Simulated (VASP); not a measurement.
Here is the system:

```
TiGe2
1.0
   -1.67428     1.67428     4.09787
    1.67428    -1.67428     4.09787
    1.67428     1.67428    -4.09787
Ti Ge
1 2
Direct
  0.00000   0.00000   0.00000
  0.33530   0.33530   0.00000
  0.66470   0.66470   0.00000
```

Computed with PBE GGA, VASP's PBE PAW potentials (set 64) (plane waves; VASP). Numerical set-up: 300 eV cut-off, 8×8×8 Γ-centred mesh, Gaussian smearing of 0.20 eV, potentials Ti_sv Ge_d.

At this cut-off the stress carries a Pulay error, which pulls relaxed volumes low. Energy and stress use the plane-wave basis of the starting cell.

The ions, cell shape and volume are relaxed. What does this cell relax into?

```
TiGe2
1.0
   -1.67963     1.67963     4.27140
    1.67963    -1.67963     4.27140
    1.67963     1.67963    -4.27140
Ti Ge
1 2
Direct
  0.00000   0.00000   0.00000
  0.33737   0.33737   0.00000
  0.66263   0.66263   0.00000
```
Space group I4/mmm (139), at a tolerance of 0.03 Å.

How do energy and volume change from the first to the last step?

The energy (σ→0) changes by -25.4 meV/atom and the volume by +4.9 %, in 14 ionic steps.

| step | E(σ→0) (eV) | max force (eV/Å) | pressure (GPa) | volume (Å³) |
|---|---|---|---|---|
| 1 | -17.4972 | 0.111 | 7.80 | 45.95 |
| 2 | -17.4938 | 0.151 | -8.15 | 51.07 |
| 3 | -17.5653 | 0.122 | -0.74 | 48.48 |
| 4 | -17.5723 | 0.068 | -0.19 | 48.25 |
| 5 | -17.5731 | 0.043 | 0.07 | 48.14 |
| 6 | -17.5731 | 0.042 | 0.05 | 48.13 |
| 7 | -17.5731 | 0.038 | 0.10 | 48.12 |
| 8 | -17.5731 | 0.040 | 0.06 | 48.13 |
| 9 | -17.5733 | 0.026 | 0.17 | 48.16 |
| 10 | -17.5734 | 0.014 | -0.27 | 48.27 |
| 11 | -17.5735 | 0.003 | -0.16 | 48.22 |
| 12 | -17.5736 | 0.015 | 0.22 | 48.11 |
| 13 | -17.5735 | 0.004 | 0.25 | 48.18 |
| 14 | -17.5735 | 0.001 | -0.01 | 48.20 |

The structure was generated: TiGe2 was put into an ordered model structure, which need not be its known phase. This run relaxes it. Symmetry was kept, so distortions that lower it aren't found. The k-mesh is coarse (spacing up to 0.33 per Å, 2π included), so the numbers may not be converged in it. The run is one of a series of settings (EDIFFG = -0.01, IBRION = 2, ISIF = 3, NSW = 50 against the base run), some of them coarse on purpose.
